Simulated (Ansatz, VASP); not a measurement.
# Cross-check of ZnSe (Stilleite) between VASP and Ansatz, part 2 of 2

One calculation is typed for both programs; each brings its own data sets. How far apart do they land? The cell is taken from a series of runs on this material, whose earlier steps may have relaxed, scaled, displaced or heated it; both programs get it as it stands.

VASP 6.6.1 and Ansatz 0.2.0.

So far: The structure; VASP: zone-centre phonons, PBE, pair 1.

## Step 3: Ansatz: zone-centre phonons, PBE, pair 1

Level of this step: Ansatz beside VASP: Kohn-Sham DFT, plane waves, PBE (Ansatz).

Ansatz runs on its PAW soft_1 files.

The same cell, functional and mesh now go to Ansatz, which takes its cutoff from its data sets.

input.yaml

```yaml
crystal:
  lattice:
    - [0.0, 2.8078018683, 2.8078018683]
    - [2.8078018683, 0.0, 2.8078018683]
    - [2.8078018683, 2.8078018683, 0.0]
  atoms:
    - { symbol: Zn, position: [0.0, 0.0, 0.0] }
    - { symbol: Se, position: [0.75, 0.75, 0.75] }
kpoints:
  mp_grid: { grid: [12, 12, 12] }
hamiltonian:
  xc: pbe
  pseudopotentials: { kind: paw, azcp: { folder: soft_1 } }
scf:
  occupations: { method: fixed }
output:
  eigenvalues: true
phonons:
  method: dfpt
  dielectric: true
  rigid_motions: translations
```

On the command line:

```
> ansatz run input.yaml --threads 4 --pin off --max-ram 10240MiB --backend cpu --events-out ev --progress --plain --runs-dir out
```

Numbers of over 12 decimals in the logs are rounded to 6 here.

Log:

```text
Engine: ansatz 0.2.0, x86_64-unknown-linux-gnu
Pseudopotentials: kind: paw
Pseudopotential: Zn, paw, valence charge 12, recommended cutoff 420 eV (normal), soft_1/Zn.paw.azcp
Pseudopotential: Se, paw, valence charge 16, recommended cutoff 420 eV (normal), soft_1/Se.paw.azcp
Functional definition: PBE
  parameter kappa = 0.804
  parameter beta = 0.066725
  exchange = pbe_x(kappa = kappa, mu = beta*pi^2/3)
  correlation = pbe_c(beta = beta)
Crystal: 2 atoms, lattice volume = 44.272 Å³
Basis set: ecut = 420 eV, 893 PW (Γ), exchange–correlation on 54×54×54 points (8 copies of the dense FFT grid, shifted against one another)
Bands: 18, of which v1, the nominal top of the filled ones, is band 14 counted from 1 (13 counted from 0)
Symmetry: 24 space group operations
k-points: 280 of 1728 (irreducible under 4 space group operations, time reversal used)
Non-local potential: Zn, projectors of the file, l = 0: 2, l = 1: 2, l = 2: 3, l = 3: 1
Non-local potential: Se, projectors of the file, l = 0: 2, l = 1: 2, l = 2: 3, l = 3: 1
PAW form: soft (Blöchl's): semilocal exchange-correlation on the pseudo side does not see the compensation charge
PAW one-centre angular grid: Zn, 590 points (default); XC on 64 Gauss nodes
PAW one-centre angular grid: Se, 590 points (default); XC on 64 Gauss nodes
Initial density: superposition of atomic densities (chi_scale 0.1, normalization cell, long waves kept (reshape's long-wave potential 0.00 eV rms))
Initial wavefunctions: pseudopotential atomic-orbital guess
Functional: x = pbe(κ = 0.804, μ = 0.219515), c = pbe(β = 0.066725)
SCF iter   1: F=—  HF=-8789.842844 eV  |F-HF|=—  |Δ(HF+E_count)|=         —  Δρ=6.19e-2  dr2=1.04e0  ethr=3.10e-3  ⟨swp⟩=4.4  Hψ=24280  notcnv=0  defer=445
preconditioner: auto → none  [insulator: Δε(μ)=1.290 eV  Ē_g=12.917 eV  n_scr=14 (ndim 8)  ℏωp=23.7 eV  f_vac=0.043  ε∞_Penn≈4.4]
SCF iter   2: F=—  HF=-8789.604426 eV  |F-HF|=—  |Δ(HF+E_count)|=   2.38e-1  Δρ=2.62e-2  dr2=1.97e-1  ethr=3.10e-3  ⟨swp⟩=3.0  Hψ=11110  notcnv=0  defer=518
SCF iter   3: F=—  HF=-8789.520034 eV  |F-HF|=—  |Δ(HF+E_count)|=   8.44e-2  Δρ=1.25e-2  dr2=3.65e-2  ethr=7.03e-4  ⟨swp⟩=2.0  Hψ=10111  notcnv=0  defer=529
SCF iter   4: F=—  HF=-8789.514457 eV  |F-HF|=—  |Δ(HF+E_count)|=   5.58e-3  Δρ=2.79e-3  dr2=1.98e-3  ethr=1.30e-4  ⟨swp⟩=2.1  Hψ=10133  notcnv=0  defer=538
SCF iter   5: F=—  HF=-8789.514810 eV  |F-HF|=—  |Δ(HF+E_count)|=   3.53e-4  Δρ=9.92e-4  dr2=2.92e-4  ethr=7.06e-6  ⟨swp⟩=2.2  Hψ=8202  notcnv=0  defer=550
SCF iter   6: F=—  HF=-8789.514881 eV  |F-HF|=—  |Δ(HF+E_count)|=   7.04e-5  Δρ=7.74e-5  dr2=2.00e-6  ethr=1.04e-6  ⟨swp⟩=2.0  Hψ=9530  notcnv=0  defer=550
SCF iter   7: F=—  HF=-8789.514879 eV  |F-HF|=—  |Δ(HF+E_count)|=   1.66e-6  Δρ=2.99e-5  dr2=3.99e-7  ethr=7.13e-9  ⟨swp⟩=2.0  Hψ=8960  notcnv=0  defer=56
SCF iter   8: F=—  HF=-8789.514879 eV  |F-HF|=—  |Δ(HF+E_count)|=   9.11e-8  Δρ=1.26e-5  dr2=3.84e-8  ethr=1.43e-9  ⟨swp⟩=2.0  Hψ=8960  notcnv=0  defer=90
SCF iter   9: F=—  HF=-8789.514879 eV  |F-HF|=—  |Δ(HF+E_count)|=   7.00e-9  Δρ=1.36e-6  dr2=4.75e-10  ethr=1.37e-10  ⟨swp⟩=2.0  Hψ=7210  notcnv=0  defer=86
SCF iter  10: F=-8789.514879 eV  HF=-8789.514879 eV  |F-HF|=1.82e-12  |Δ(HF+E_count)|=  6.55e-11  Δρ=1.18e-7  dr2=2.46e-12  ethr=1.00e-12  ⟨swp⟩=8.8  Hψ=32403  notcnv=0
SCF 1 converged in 10 iterations: F = -8789.514879 eV  dr2 = 2.46e-12
  greatest PAW one-centre occupation: 1.000 electrons in one spin orbital (limit 2), on the Se atom at site 1 (counted from 0), in its partial waves of l = 2
NSCF: frozen V_eff on 1 k-points
DFPT response loops at Γ: preconditioner auto → none (the input reference at scf.mixing.eps_inf says where Resta's filter doesn't serve); β = 0.50; Broyden in place of MSR1
── the response to a field inside a basis, on 12×12×12 k-points: an SCF that follows is theirs, and a resumed run solves both again ──
Bands: 15, of which v1, the nominal top of the filled ones, is band 14 counted from 1 (13 counted from 0)
k-points: 182 of 1728 (irreducible under 6 space group operations, time reversal used)
Initial density: handed on by an earlier stage of this run
Initial wavefunctions: pseudopotential atomic-orbital guess (no wavefunctions were taken with the density)
Eigensolver: Dense (182 Hₖ)
SCF iter   1: F=—  HF=-8789.513595 eV  |F-HF|=—  |Δ(HF+E_count)|=         —  Δρ=2.46e-4  dr2=9.50e-6  ethr=1.00e-1
preconditioner: auto → none  [insulator: Δε(μ)=1.622 eV  Ē_g=9.635 eV  n_scr=14 (ndim 8)  ℏωp=23.7 eV  f_vac=0.111  ε∞_Penn≈7.0]
SCF iter   2: F=—  HF=-8789.513593 eV  |F-HF|=—  |Δ(HF+E_count)|=   1.77e-6  Δρ=2.88e-4  dr2=1.59e-5  ethr=3.39e-8
SCF iter   3: F=—  HF=-8789.513600 eV  |F-HF|=—  |Δ(HF+E_count)|=   6.90e-6  Δρ=2.29e-4  dr2=1.39e-5  ethr=3.39e-8
SCF iter   4: F=-8789.513593 eV  HF=-8789.513593 eV  |F-HF|=2.08e-8  |Δ(HF+E_count)|=   7.08e-6  Δρ=1.42e-5  dr2=4.52e-8  ethr=3.39e-8
SCF 1 converged in 4 iterations: F = -8789.513593 eV  dr2 = 4.52e-8
DFPT response loops at Γ: mixed as the last ones told, above
WARN: field response: ε∞ stands inside a basis, on 12×12×12 points; the force constants stand on the 12×12×12 k-mesh, whose period is 12.84 times the interband length at k = (0.0000, 0.0000, 0.0000), direct gap 1.396 eV, under 14: take them and everything formed from them as unconverged, and compare with a denser kpoints.mp_grid
SCF converged after 10 iterations
Free energy (F): -8789.514879 eV
Harris-Foulkes:  -8789.514879 eV  (|F-HF|=1.82e-12)
Internal energy: -8789.514879 eV  (E = F + TS)
E sigma→0 (E₀):  -8789.514879 eV
Fermi energy:    6.919223 eV
--- Per-component energies (eV) ---
  E_band       = -379.894186
  E_kinetic    = 259.168848
  E_local      = -4798.258649  (includes V_loc(G=0)·N_el)
  E_nonlocal   = 465.754541
  E_hartree    = 2221.889923
  E_xc         = -163.952611
  E_vxc        = -141.962244  (∫ρ·V_xc dr)
  E_paw        = -4027.979584  (= ΣΔE_a)
  E_vpaw       = -608.375901  (= ΣTr[D̂ρ^β])
  E_aug_tail   = -0.000620  (compensation charges beyond the density's cutoff)
  E_ewald      = -2746.136728
  E_smearing   = -0.000000  (= −TS)
  E_closure    = -0.000000  (closes the sum)
  Σ components = -8789.514879   (vs F -8789.514879, Δ=0.00e0)
--- Band table (eV; the first three rows and the last of 280) ---
  k-point 0: bands = [... 10 lower, 0.6724, 6.9192, 6.9192, 6.9192, 8.3156, 12.7183, 12.7183, 12.7183]
  k-point 1: bands = [... 10 lower, 0.6716, 6.1707, 6.8443, 6.8443, 8.9178, 12.6589, 12.8449, 12.8449]
  k-point 2: bands = [... 10 lower, 0.6705, 4.9806, 6.6535, 6.6535, 9.5616, 12.8231, 13.1349, 13.1349]
  k-point 279: bands = [... 10 lower, 0.9947, 2.0979, 4.0441, 4.1245, 12.3995, 12.5914, 13.9485, 14.6275]
--- Phonons (Γ-DFPT): 2 representative perturbations + reference, on 280 of 1728 k-points (Σ response iterations 6) ---
  k mesh reduced under 4 symmetry operations, with k and −k counted as one. Each operation leaves every solved perturbation unchanged. A smaller set is not considered because the run solves the response to a homogeneous field
  ASR residual: 1.133e-4 → 0.000e0 eV/Å²; symmetrization residual: 8.107e-6 eV/Å²
  ASR residual per site (eV/Å²): 7.33e-5 1.13e-4
  Γ frequencies (cm⁻¹): 0.00 0.00 0.00 216.40 216.40 216.40
  ε∞ (high-frequency dielectric tensor):
        7.183366    -0.000000     0.000000
       -0.000000     7.183366     0.000000
        0.000000     0.000000     7.183366
  ε⁰ (static dielectric tensor: ions relaxed, cell fixed):
        9.848222    -0.000000     0.000000
       -0.000000     9.848222    -0.000000
        0.000000    -0.000000     9.848222
  ε⁰ − ε∞ (ionic part):
        2.664856    -0.000000     0.000000
       -0.000000     2.664856    -0.000000
        0.000000    -0.000000     2.664856
  softest optical mode at Γ: 216.40 cm⁻¹; the repairs (sum rule, projections) moved no ω² at Γ by more than (0.77 cm⁻¹)²
  Born effective charges Z* (e; rows j = field, columns β = displacement):
    site 0:
         2.00401    0.00000    0.00000
        -0.00000    2.00401   -0.00000
         0.00000   -0.00000    2.00401
    site 1:
        -2.00401   -0.00000   -0.00000
         0.00000   -2.00401    0.00000
        -0.00000    0.00000   -2.00401
  Z* charge neutrality: 5.311e-4 e pre-enforcement
  solved inside a basis spanned on kpoints, on 12×12×12 k-points, its susceptibility summed on 16×16×16: ε∞ is read to err by 2.1e-2, Z* by 1.7e-2 e (field_mesh: kpoints solves on kpoints); Z* is corrected for what the basis lacks
  optical modes at Γ without the LO–TO term, one row a degenerate level:
      ω (cm⁻¹)  modes    IR ((D/Å)²/amu)
        216.40      3             7.7713
  optical modes at Γ + LO–TO along q̂ = [1.0000, 0.0000, 0.0000]:
      ω (cm⁻¹)  modes    IR ((D/Å)²/amu)
        216.40      2             5.1808
        253.38      1             2.5904
  optical modes at Γ + LO–TO along q̂ = [0.0000, 1.0000, 0.0000]:
      ω (cm⁻¹)  modes    IR ((D/Å)²/amu)
        216.40      2             5.1808
        253.38      1             2.5904
  optical modes at Γ + LO–TO along q̂ = [0.0000, 0.0000, 1.0000]:
      ω (cm⁻¹)  modes    IR ((D/Å)²/amu)
        216.40      2             5.1808
        253.38      1             2.5904
```

## Step 4: Differences

Known differences besides the potentials themselves: fixed occupations in Ansatz, narrow Gaussian smearing in VASP; VASP's response is taken on the typed mesh, Ansatz refines its own for the field response alone; the data sets hold 28 valence electrons in Ansatz (on its PAW soft_1 files) and 18 in VASP; the cutoff is 420 eV in Ansatz and 500 eV in VASP; VASP's log repeats an internal error in its field response. Total energies have different zeros and are not compared.

Both answers:

| quantity | Ansatz | VASP | difference |
| --- | --- | --- | --- |
| ε∞ xx | 7.18 | 7.22 | -0.48 % |
| ε∞ yy | 7.18 | 7.22 | -0.48 % |
| ε∞ zz | 7.18 | 7.22 | -0.48 % |
| Born charge of Zn1 (mean of the diagonal) (e) | 2.00 | 2.01 | -0.01 |
| Born charge of Se2 (mean of the diagonal) (e) | -2.00 | -2.01 | +0.01 |
| optical mode 1 to 3 (cm⁻¹) | 216.4 | 217.9 | -0.70 % |

Modes are paired by rising frequency, not by their patterns, so a pair may set unlike modes beside each other; they are those without the splitting of longitudinal modes.

## Step 5: Ansatz: zone-centre phonons, PBE, pair 2

Second derivatives magnify differences that forces hide, and they need a tight electronic threshold. The cell compared in this pair holds 45.21 Å³, against 44.27 Å³ for the pair before.

The cell is taken from a series of runs on this material, whose earlier steps may have relaxed, scaled, displaced or heated it; both programs get it as it stands.

input.yaml, the sections that differ from step 3:

```yaml
crystal:
  lattice:
    - [0.0, 2.8275757724, 2.8275757724]
    - [2.8275757724, 0.0, 2.8275757724]
    - [2.8275757724, 2.8275757724, 0.0]
  atoms:
    - { symbol: Zn, position: [0.0, 0.0, 0.0] }
    - { symbol: Se, position: [0.75, 0.75, 0.75] }
# kpoints, hamiltonian, scf, output, phonons: as in step 3
```

Log:

```text
[...]
Crystal: 2 atoms, lattice volume = 45.214 Å³
Basis set: ecut = 420 eV, 893 PW (Γ), exchange–correlation on 54×54×54 points (8 copies of the dense FFT grid, shifted against one another)
Bands: 18, of which v1, the nominal top of the filled ones, is band 14 counted from 1 (13 counted from 0)
Symmetry: 24 space group operations
k-points: 280 of 1728 (irreducible under 4 space group operations, time reversal used)
[...]
optical modes at Γ + LO–TO along q̂ = [1.0000, 0.0000, 0.0000]:
      ω (cm⁻¹)  modes    IR ((D/Å)²/amu)
[...]
optical modes at Γ + LO–TO along q̂ = [0.0000, 1.0000, 0.0000]:
      ω (cm⁻¹)  modes    IR ((D/Å)²/amu)
        208.87      2             5.3526
        247.13      1             2.6763
  optical modes at Γ + LO–TO along q̂ = [0.0000, 0.0000, 1.0000]:
      ω (cm⁻¹)  modes    IR ((D/Å)²/amu)
        208.87      2             5.3526
        247.13      1             2.6763
[key lines of the parts left out:]
SCF converged after 10 iterations
Free energy (F): -8789.534190 eV
Fermi energy:    6.629937 eV
```

## Step 6: VASP: zone-centre phonons, PBE, pair 2

The same cell, functional and mesh now go to VASP, with its own data sets.

INCAR

```
SYSTEM = ZnSe
PREC = Accurate
ENCUT = 500
EDIFF = 1E-08
NELM = 120
ISMEAR = 0
SIGMA = 0.01
LREAL = .FALSE.
ALGO = Normal
GGA = PE
NBANDS = 15
LORBIT = 11
LWAVE = .FALSE.
LCHARG = .FALSE.
ISIF = 2
IBRION = 8
LEPSILON = .TRUE.
LASPH = .TRUE.
GGA_COMPAT = .FALSE.
EFERMI = MIDGAP
KPAR = 2
```

POSCAR

```
ZnSe
1.0
    0.0000000000      2.8275757724      2.8275757724
    2.8275757724      0.0000000000      2.8275757724
    2.8275757724      2.8275757724      0.0000000000
Zn Se
1 1
Direct
    0.0000000000      0.0000000000      0.0000000000
    0.7500000000      0.7500000000      0.7500000000
```

KPOINTS

```
Automatic mesh
0
Gamma
12 12 12
0 0 0
```

PAW data sets: Zn and Se (PBE family, release 64).

On the command line:

```
> mpirun -np 2 vasp_std
```

Log:

```text
[... set-up lines as in an earlier step ...]
 entering main loop
       N       E                     dE             d eps       ncg     rms          rms(c)
DAV:   1     0.853666981843E+02    0.85367E+02   -0.87560E+03  2168   0.134E+03
DAV:   2    -0.871934423133E+00   -0.86239E+02   -0.81367E+02  2342   0.256E+02
DAV:   3    -0.625906356382E+01   -0.53871E+01   -0.53652E+01  2671   0.636E+01
DAV:   4    -0.630354938972E+01   -0.44486E-01   -0.44480E-01  2503   0.616E+00
[...]
DAV:  13    -0.601597147060E+01   -0.96674E-07   -0.54612E-07  2412   0.599E-03    0.974E-04
DAV:  14    -0.601597148923E+01   -0.18631E-07   -0.51204E-08  2740   0.304E-03    0.639E-04
DAV:  15    -0.601597148366E+01    0.55795E-08   -0.78742E-09  1864   0.135E-03
   1 F= -.60159715E+01 E0= -.60159715E+01  d E =0.000000E+00
 Linear response reoptimize wavefunctions to high precision
DAV:   1    -0.601597149272E+01   -0.90663E-08   -0.11670E-09  2018   0.380E-04
DAV:   2    -0.601597149278E+01   -0.55934E-10   -0.24509E-10  1283   0.137E-04
 Linear response G [H, r] |phi>, progress :
  Direction:   1
[...]
RMM:  10    -0.209366129845E+00   -0.24627E-09    0.14295E-09 15629   0.128E-05    0.334E-06
 first order change of Fermi-energy   0.35167E+00
 force on displaced ion       1 direction 1 :  -5.852   0.000   0.000
 Born effective charge ion    1 direction 1 :   2.045   0.000   0.000
 Linear response progress:
  Degree of freedom:   2/  2
       N       E                     dE             d eps       ncg     rms          rms(c)
RMM:   1    -0.823315126557E-01   -0.82332E-01    0.10751E-01 20099   0.171E+00
RMM:   2    -0.818365371035E-01    0.49498E-03   -0.30380E-03 13297   0.471E-01    0.115E-01
RMM:   3    -0.820972886496E-01   -0.26075E-03   -0.14428E-04 14720   0.936E-02    0.642E-02
RMM:   4    -0.825409459141E-01   -0.44366E-03   -0.47149E-05 14825   0.452E-02    0.787E-03
[...]
RMM:  10    -0.825522615382E-01    0.52502E-07   -0.29333E-09 15210   0.201E-05    0.590E-06
RMM:  11    -0.825522812320E-01   -0.19694E-07   -0.38308E-09 14172   0.106E-05    0.202E-06
RMM:  12    -0.825522873802E-01   -0.61482E-08   -0.37476E-09 10743   0.353E-06    0.210E-07
 first order change of Fermi-energy  -0.35144E+00
 force on displaced ion       2 direction 1 :  -5.837   0.000   0.000
 Born effective charge ion    2 direction 1 :  -2.049   0.000   0.000
 Born effective charges drift removed
 Linear response finished
```

Parts of OUTCAR (step 6):

```text
  Total        0.7869647      0.7869647      0.7869647      0.0000000     -0.0000000      0.0000000
  in kB       27.8864410     27.8864410     27.8864410      0.0000000     -0.0000000      0.0000000
  external PRESSURE =      27.8864410 kB  Pullay stress =       0.0000000 kB

 POSITION                                       TOTAL-FORCE (eV/Angst)
 -----------------------------------------------------------------------------------
      0.00000      0.00000      0.00000         0.000000      0.000000      0.000000
      4.24136      4.24136      4.24136        -0.000000     -0.000000     -0.000000
 -----------------------------------------------------------------------------------
    total drift:                                0.000000      0.000000      0.000000

 MACROSCOPIC STATIC DIELECTRIC TENSOR (including local field effects in DFT)
 ------------------------------------------------------
           7.284165    -0.000000    -0.000000
           0.000000     7.284165     0.000000
          -0.000000     0.000000     7.284165
 ------------------------------------------------------

 MACROSCOPIC STATIC DIELECTRIC TENSOR IONIC CONTRIBUTION
 ------------------------------------------------------
           2.870353    -0.000000    -0.000000
          -0.000000     2.870353     0.000000
          -0.000000     0.000000     2.870353
 ------------------------------------------------------

[... 1 part as in an earlier step ...]

[... 1 further part left out ...]
```

## Step 7: Differences

What differs besides the data sets and the points named for the pairs above, as far as they apply: the data sets hold 28 valence electrons in Ansatz (on its PAW soft_1 files) and 18 in VASP. Total energies have different zeros and are not compared.

Both answers:

| quantity | Ansatz | VASP | difference |
| --- | --- | --- | --- |
| ε∞ xx | 7.23 | 7.28 | -0.68 % |
| ε∞ yy | 7.23 | 7.28 | -0.68 % |
| ε∞ zz | 7.23 | 7.28 | -0.68 % |
| Born charge of Zn1 (mean of the diagonal) (e) | 2.04 | 2.05 | -0.01 |
| Born charge of Se2 (mean of the diagonal) (e) | -2.04 | -2.05 | +0.01 |
| optical mode 1 to 3 (cm⁻¹) | 208.9 | 210.8 | -0.92 % |

Modes are paired by rising frequency, not by their patterns, so a pair may set unlike modes beside each other; they are those without the splitting of longitudinal modes.

## Step 8: Summary of results

```yaml
r_m_s_difference_of_the_optical_zone_centre_modes_each_program_s_sorted_by_frequency_zone_centre_phonons_pbe_pair_1: 1.5 cm⁻¹
difference_in_optical_mode_1_to_3_zone_centre_phonons_pbe_pair_1: -0.7 %
r_m_s_difference_of_the_optical_zone_centre_modes_each_program_s_sorted_by_frequency_zone_centre_phonons_pbe_pair_2: 1.9 cm⁻¹
difference_in_optical_mode_1_to_3_zone_centre_phonons_pbe_pair_2: -0.9 %
```

The r.m.s. difference of the optical zone-centre modes, each program's sorted by frequency is 1.5 cm⁻¹ (zone-centre phonons, PBE, pair 1). The data sets hold unlike numbers of valence electrons (28 in Ansatz and 18 in VASP), so part of the differences comes from the potentials. Among the rows given in per cent, the largest difference of the zone-centre phonons, PBE, pair 1 pair is in optical mode 1 to 3, -0.7 %. Among the rows given in per cent, the largest difference of the zone-centre phonons, PBE, pair 2 pair is in optical mode 1 to 3, -0.9 %. Such differences can come from data sets, numerical settings and the points named under the comparisons, not from the functional's error against experiment.

[Lines on the potential files, build, host, timing and source positions are cut from VASP's logs without a mark.]

[Logs are printed without paths, hosts, clocks, repeated set-up lines and the standing remarks that a program may print on its own settings, such as how far it seeks lower states.]

[Hosts, paths, dates, database ids (printed as entryN), source tags and the programs' standing remarks are cut or masked in the printed files.]
